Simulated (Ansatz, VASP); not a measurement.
ZrTiN: VASP beside Ansatz

```
CELL_PARAMETERS angstrom
3.25226 0.00000 0.00000
0.00000 3.25226 0.00000
0.00000 0.00000 8.05300
ATOMIC_POSITIONS crystal
Zr 0.00000 0.50000 0.63563
Zr 0.50000 0.00000 0.36437
Ti 0.00000 0.50000 0.09831
Ti 0.50000 0.00000 0.90169
N 0.00000 0.50000 0.35403
N 0.50000 0.00000 0.64597
```

Change from the starting cell: species swapped into the CaGaN type (P4/nmm, No. 129).

Alike in both runs: functional PBE; k mesh 12 × 12 × 6; occupations gaussian, width 0.1 eV; no spin polarisation.

Ansatz relaxed the structure, and its values are those at the end. VASP's run is a single point on that final structure, the one shown.

|  | VASP | Ansatz |
| --- | --- | --- |
| version | VASP 6.6.1 | Ansatz 0.2.0 |
| potentials or method | VASP PAW PBE potentials, release 64 (Zr_sv, Ti_sv, N) | scalar-relativistic, plane waves, PAW |
| plane-wave cutoff (eV) | 520 | 420 |
| valence electrons in the cell | 58 | 58 |

```csv
,VASP,Ansatz,Ansatz less VASP
gap on the k mesh at the Fermi level (eV),none,none,-
pressure (GPa),0.1,0.0,-0.11
rms of the force components (eV/Å),0.010,0.003,-0.0067
```

A gap of «none» marks a metal or a gap that the smearing closes.
